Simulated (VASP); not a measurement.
# Zr2CrN2 (Immm) in VASP: relaxation of cell and atoms with PBE

Aim: the relaxation of cell and atoms of Zr2CrN2 with PBE.

All numbers are computed with VASP 6.6.1; they aren't measurements. Logs are shortened: lines on timing, memory, paths and dates and some standing lists are left out, and cuts for length are marked.

## Step 1: Starting point

Symmetry: Immm, No. 71, orthorhombic system. The conventional cell has a = 3.400 Å, b = 4.890 Å, c = 7.590 Å, α = 90.00°, β = 90.00°, γ = 90.00°. Zr (site symmetry mm2) has 6 N at 2.50 to 2.68 Å and 2 Cr at 2.81 Å as nearest neighbours. Around Cr (site symmetry mmm) lie 4 N at 2.25 Å. Around N (site symmetry m2m) lie 1 N at 1.96 Å and 2 Cr at 2.25 Å.

The cell was built by a generator and needn't be a form met in nature.

## Step 2: Relaxation of cell and atoms, PBE, collinear spin, ferromagnetic start

INCAR

```
SYSTEM = Zr2CrN2
PREC = Normal ; ENCUT = 520
EDIFF = 1E-4 ; ISMEAR = 0
SIGMA = 0.15 ; LREAL = .False.
LASPH = .True. ; NELM = 60
ALGO = Fast ; ISIF = 3
LWAVE = .False. ; LCHARG = .False.
ISPIN = 2 ; MAGMOM = 0 0 3 0 0
LORBIT = 11 ; LMAXMIX = 4
GGA = PE ; IBRION = 2
NSW = 24 ; EDIFFG = -0.08
KPAR = 2
```

KPOINTS

```
regular mesh
0
Gamma
  5 5 5
  0 0 0
```

POSCAR

```
Zr2CrN2
1.0
   -1.7000000000      2.4450000000      3.7950000000
    1.7000000000     -2.4450000000      3.7950000000
    1.7000000000      2.4450000000     -3.7950000000
Zr Cr N
2 1 2
Direct
    0.7050000000      0.2050000000      0.5000000000
    0.2950000000      0.7950000000      0.5000000000
    0.0000000000      0.0000000000      0.0000000000
    0.3000000000      0.5000000000      0.8000000000
    0.7000000000      0.5000000000      0.2000000000
```

Potentials or basis: VASP PAW PBE potentials, release 64 (Zr_sv, Cr_pv, N).

Command:

```console
$ cat potpaw_PBE.64/Zr_sv/POTCAR potpaw_PBE.64/Cr_pv/POTCAR potpaw_PBE.64/N/POTCAR > POTCAR
$ mpirun -np 2 vasp_std > vasp.out
```

OUTCAR:

```text
SYSTEM = Zr2CrN2
   PREC = Normal
   ENCUT = 520
   EDIFF = 1E-4
   ISMEAR = 0
   LREAL = .False.
   LASPH = .True.
   NELM = 60
   ISIF = 3
   ISPIN = 2
   LORBIT = 11
   GGA = PE
   IBRION = 2
   NSW = 24
   EDIFFG = -0.08

 ion  position               nearest neighbor table
   1  0.705  0.205  0.500-   5 2.50   4 2.50   5 2.50   4 2.50   4 2.68   5 2.68   3 2.81   3 2.81
                             3 2.90   3 2.90   2 3.06   2 3.06   2 3.06   2 3.06   2 3.11
   2  0.295  0.795  0.500-   4 2.50   5 2.50   4 2.50   5 2.50   4 2.68   5 2.68   3 2.81   3 2.81
                             3 2.90   3 2.90   1 3.06   1 3.06   1 3.06   1 3.06   1 3.11
   3  0.000  0.000  0.000-   5 2.25   4 2.25   4 2.25   5 2.25   2 2.81   1 2.81   1 2.81   2 2.81
                             1 2.90   1 2.90   2 2.90   2 2.90
   4  0.300  0.500  0.800-   3 2.25   3 2.25   2 2.50   2 2.50   1 2.50   1 2.50   2 2.68   1 2.68

   5  0.700  0.500  0.200-   3 2.25   3 2.25   2 2.50   1 2.50   1 2.50   2 2.50   2 2.68   1 2.68

  LATTYP: Found a body centered orthorhombic cell.
 ALAT       =     3.4000000000
 B/A-ratio  =     1.4382352941
 C/A-ratio  =     2.2323529412

  Lattice vectors:

 A1 = (  -1.7000000000,   2.4450000000,   3.7950000000)
 A2 = (   1.7000000000,  -2.4450000000,   3.7950000000)
 A3 = (   1.7000000000,   2.4450000000,  -3.7950000000)

Analysis of symmetry for initial positions (statically):
=====================================================================
 Subroutine PRICEL returns:
 Original cell was already a primitive cell.

 Routine SETGRP: Setting up the symmetry group for a
 body centered orthorhombic supercell.

 Subroutine GETGRP returns: Found  8 space group operations
 (whereof  8 operations were pure point group operations)
 out of a pool of  8 trial point group operations.

The static configuration has the point symmetry D_2h.

Analysis of symmetry for dynamics (positions and initial velocities):
=====================================================================
 Subroutine PRICEL returns:
 Original cell was already a primitive cell.

 Routine SETGRP: Setting up the symmetry group for a
 body centered orthorhombic supercell.

 Subroutine GETGRP returns: Found  8 space group operations
 (whereof  8 operations were pure point group operations)
 out of a pool of  8 trial point group operations.

The dynamic configuration has the point symmetry D_2h.

Analysis of structural, dynamic, and magnetic symmetry:
=====================================================================
 Subroutine PRICEL returns:
[... 137 lines left out ...]
  Fermi-wavevector in a.u.,A,eV,Ry     =   1.473423  2.784367 29.537932  2.170977
  Thomas-Fermi vector in A             =   2.588318
   LORBIT       =     11    0 simple, 1 ext, 2 COOP (PROOUT), +10 PAW based schemes
   GGA     = PE    functional components
   LHFCALC =     F    Hartree Fock is set to
   AEXX    =    0.0000 exact exchange contribution
   IVDW    =     0    specifies the selected vdW correction
   LEPSILON=     F    determine dielectric tensor
   LRPA    =     F    only Hartree local field effects (RPA)
 conjugate gradient relaxation of ions
 spin polarized calculation
 RMM-DIIS sequential band-by-band and
 Gauss-broadening in eV      SIGMA  =   0.15
  energy-cutoff  :      520.00
  volume of cell :       63.10
 maximum number of plane-waves:      1713
   NGX = 17   NGY = 17   NGZ = 17

--------------------------------------- Ionic step        1  -------------------------------------------

 number of electron      45.9999977 magnetization       0.9962364

 Free energy of the ion-electron system (eV)
  ---------------------------------------------------
  ext. energy  EPLUGINS =         0.00000000
  ---------------------------------------------------
  free energy    TOTEN  =       -44.12293089 eV

  energy without entropy =      -44.07918182  energy(sigma->0) =      -44.10105636

------------------------ aborting loop because EDIFF is reached ----------------------------------------

  FORCE on cell =-STRESS in cart. coord.  units (eV):
  Direction    XX          YY          ZZ          XY          YZ          ZX
  --------------------------------------------------------------------------------------
  -------------------------------------------------------------------------------------
  Total      -10.3290124      4.7391081     -5.0735377     -0.0000000      0.0000000      0.0000000
  in kB     -262.2828078    120.3393440   -128.8314571     -0.0000000      0.0000000      0.0000000
  external PRESSURE =     -90.2583070 kB  Pullay stress =       0.0000000 kB
[... 309 lines left out ...]
--------------------------------------- Ionic step        9  -------------------------------------------

 number of electron      45.9999991 magnetization      -0.0000294

 Free energy of the ion-electron system (eV)
  ---------------------------------------------------
  ext. energy  EPLUGINS =         0.00000000
  ---------------------------------------------------
  free energy    TOTEN  =       -46.50414944 eV

  energy without entropy =      -46.47367674  energy(sigma->0) =      -46.48891309

 E-fermi :  11.6062     XC(G=0): -12.8323

 val. band max:       11.5793308111   @ k =   0.2000  -0.2000   0.2000
 cond. band min:      11.6093292405   @ k =  -0.2000   0.2000   0.2000
 fundamental gap:      0.0299984293
 Fermi energy:        11.6062427740

 spin component 1

 k-point     1 :       0.0000    0.0000    0.0000
  band No.  band energies     occupation
      1     -37.3694      1.00000
      2     -37.1781      1.00000
      3     -31.9740      1.00000
      4     -31.8449      1.00000
      5     -31.2418      1.00000
      6     -15.8414      1.00000
[... 757 lines left out ...]
     28      14.1805      0.00000
     29      14.6281      0.00000

 [... further k-points ...]

 spin component 2

 k-point     1 :       0.0000    0.0000    0.0000
  band No.  band energies     occupation
      1     -37.3694      1.00000
      2     -37.1780      1.00000
      3     -31.9740      1.00000
      4     -31.8450      1.00000
      5     -31.2418      1.00000
      6     -15.8414      1.00000
[... 791 lines left out ...]
  FREE ENERGIE OF THE ION-ELECTRON SYSTEM (eV)
  ---------------------------------------------------
  free  energy   TOTEN  =       -46.5041494404 eV

  energy  without entropy=      -46.4736767428  energy(sigma->0) =      -46.48891309

 reached required accuracy - stopping structural energy minimisation

 total charge

# of ion       s       p       d       tot
------------------------------------------
    1        2.170   6.000   1.765   9.935
    2        2.170   6.000   1.765   9.935
    3        0.404   6.395   4.347  11.146
    4        1.241   2.391   0.000   3.632
    5        1.241   2.391   0.000   3.632
--------------------------------------------------
tot          7.227  23.177   7.877  38.281

 magnetization (x)

# of ion       s       p       d       tot
------------------------------------------
    1        0.000   0.000   0.000   0.000
    2        0.000   0.000   0.000   0.000
    3       -0.000   0.000  -0.000  -0.000
    4       -0.000  -0.000   0.000  -0.000
    5       -0.000  -0.000   0.000  -0.000
--------------------------------------------------
tot         -0.000   0.000  -0.000  -0.000
```

Wall time 4.8 min (2 MPI ranks of AMD EPYC 7R13 (Zen 3), shared host); peak memory 0.2 GiB.

What came out:

```yaml
Free_energy: -46.5041 eV
Relaxed_volume: 11.82 Å³/atom
Relaxed_cell: a = 4.756 Å, b = 4.756 Å, c = 4.756 Å, α = 142.95°, β = 110.42°, γ = 81.55°
Space_group_after_relaxing_to_0.05_Å: Immm (No. 71)
Energy_gained_by_relaxing: 476.2 meV/atom
Ionic_steps: 9
Pressure_after_relaxing: -0.1 GPa
Largest_force_after_relaxing: 0.053 eV/Å
Band_gap_on_the_k_mesh: none (metal or under the smearing width)
Net_moment: 0.00 μB per cell
Valence_electrons_inside_the_program's_atomic_spheres: Zr 9.94; Cr 11.15; N 3.63
```

Forces on the atoms (eV/Å):
```
Zr   0.000  0.000 -0.053
Zr   0.000  0.000  0.053
Cr   0.000  0.000  0.000
N    0.000  0.020  0.000
N    0.000 -0.020  0.000
```

Stress tensor (GPa, compression positive):
```
-0.51  0.00  0.00
 0.00 -0.07  0.00
 0.00  0.00  0.26
```

The path:
| step | energy change (eV) | largest force (eV/Å) | pressure (GPa) | volume (Å³) |
| --- | --- | --- | --- | --- |
| 1 | 0.0000 | 3.5478 | -9.03 | 63.10 |
| 2 | -2.0302 | 1.0340 | 10.71 | 56.50 |
| 3 | -2.0720 | 0.8830 | 15.10 | 55.56 |
| 4 | -2.1032 | 0.8932 | -8.63 | 61.91 |
| 5 | -2.3564 | 0.5010 | 1.72 | 58.76 |
| 6 | -2.3567 | 0.4825 | 1.95 | 58.66 |
| 7 | -2.3741 | 0.0656 | -2.00 | 59.52 |
| 8 | -2.3772 | 0.1441 | -0.48 | 59.28 |
| 9 | -2.3812 | 0.0528 | -0.11 | 59.09 |

Final structure:
```yaml
crystal:
  lattice:
    - [-1.51132, 2.71370, 3.60199]
    - [1.51132, -2.71370, 3.60199]
    - [1.51132, 2.71370, -3.60199]
  atoms:
    - { symbol: Zr, position: [0.69813, 0.19813, 0.50000] }
    - { symbol: Zr, position: [0.30187, 0.80187, 0.50000] }
    - { symbol: Cr, position: [0.00000, 0.00000, 0.00000] }
    - { symbol: N, position: [0.25576, 0.50000, 0.75576] }
    - { symbol: N, position: [0.74424, 0.50000, 0.24424] }
```

Caveat: the k mesh is coarse (spacing up to 0.45 Å⁻¹), so the values aren't converged; the starting moments collapsed, and a magnetic state may lie lower; the relaxation stopped at a loose force limit of 0.08 eV/Å, so its end isn't a converged minimum.
